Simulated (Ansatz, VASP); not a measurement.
**GaF in VASP and in Ansatz**

File INCAR:

```
SYSTEM = GaF
PREC = Accurate
ENCUT = 520
EDIFF = 1E-6
ISMEAR = -1
SIGMA = 0.05
LREAL = .FALSE.
LASPH = .TRUE.
NELM = 60
ALGO = Normal
ISIF = 2
LWAVE = .FALSE.
LCHARG = .FALSE.
GGA = PE
NBANDS = 17
```

KPOINTS

```
Automatic mesh
0
G
  8 8 8
  0 0 0
```

Contents of POSCAR:

```
GaF
1.0
    3.1868869687      0.0000000000      0.0000000000
    0.0000000000      3.1868869687      0.0000000000
    0.0000000000      0.0000000000      3.1868869687
Ga F
1 1
Direct
    0.0000000000      0.0000000000      0.0000000000
    0.5000000000      0.5000000000      0.5000000000
```

input.yaml

```yaml
crystal:
  lattice:
    - [3.1868869687, 0.0, 0.0]
    - [0.0, 3.1868869687, 0.0]
    - [0.0, 0.0, 3.1868869687]
  atoms:
    - { symbol: Ga, position: [0.0, 0.0, 0.0] }
    - { symbol: F, position: [0.5, 0.5, 0.5] }
kpoints:
  mp_grid: { grid: [8, 8, 8] }
scf:
  occupations: { method: fermi_dirac, width: 0.05 }
hamiltonian:
  xc: pbe
  pseudopotentials: { kind: all_electron, lapw: { basis_error: 0.0005 } }
output:
  forces: true
  stress: true
  eigenvalues: true
```

Change from the starting cell: volume scaled by 1.02.

Alike in both runs: task single point; functional PBE; k mesh 8 × 8 × 8; occupations fermi-dirac, width 0.05 eV; no spin polarisation.

|  | VASP | Ansatz |
| --- | --- | --- |
| version | VASP 6.6.1 | Ansatz 0.2.0 |
| potentials or method | VASP PAW PBE potentials, release 64 (Ga_d, F) | all-electron LAPW, scalar-relativistic |
| plane-wave cutoff (eV) | 520 | see its input |

```tsv
	VASP	Ansatz	Ansatz less VASP
gap on the k mesh at the Fermi level (eV)	0.48	0.48	0.000
least direct gap on the mesh (eV)	1.18	1.18	+0.003
pressure (GPa)	-1.0	-0.8	+0.18
```

Ansatz ran all-electron here, so the differences hold the error of VASP's frozen core and of both bases.
